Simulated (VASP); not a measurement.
Data:

```
CELL_PARAMETERS angstrom
     -1.72883     1.72883     5.85297
      1.72883    -1.72883     5.85297
      1.72883     1.72883    -5.85297
ATOMIC_POSITIONS crystal
  Ti 0.75000 0.75000 0.00000
  Ti 0.50000 0.00000 0.50000
  Ge 0.16600 0.16600 0.00000
  Ge 0.91600 0.41600 0.50000
```

Calculation: PBE GGA, VASP's PBE PAW potentials (set 64) (plane waves; VASP). Run with 300 eV cut-off, 5×5×5 Γ-centred mesh, Fermi-Dirac smearing of 0.10 eV, potentials Ti_sv Ge_d.

At this cut-off the stress carries a Pulay error, which pulls relaxed volumes low.

Which forces act on the atoms, in eV/Å?

```json
[
 {"atom": "Ti1", "Fx": "0.000", "Fy": "0.000", "Fz": "-0.132"},
 {"atom": "Ti2", "Fx": "0.000", "Fy": "0.000", "Fz": "-0.132"},
 {"atom": "Ge3", "Fx": "0.000", "Fy": "0.000", "Fz": "0.132"},
 {"atom": "Ge4", "Fx": "0.000", "Fy": "0.000", "Fz": "0.132"}
]
```

Give the stress tensor in GPa (positive for a compressed cell).

```
1.43  0.00  0.00
0.00  1.43  0.00
0.00  0.00  3.96
```
The pressure is its mean diagonal, 2.27 GPa.

The structure was generated: TiGe was put into an ordered model structure, which need not be its known phase. The cell was not relaxed at this level. The k-mesh is coarse (spacing up to 0.51 per Å, 2π included), so the numbers may not be converged in it.
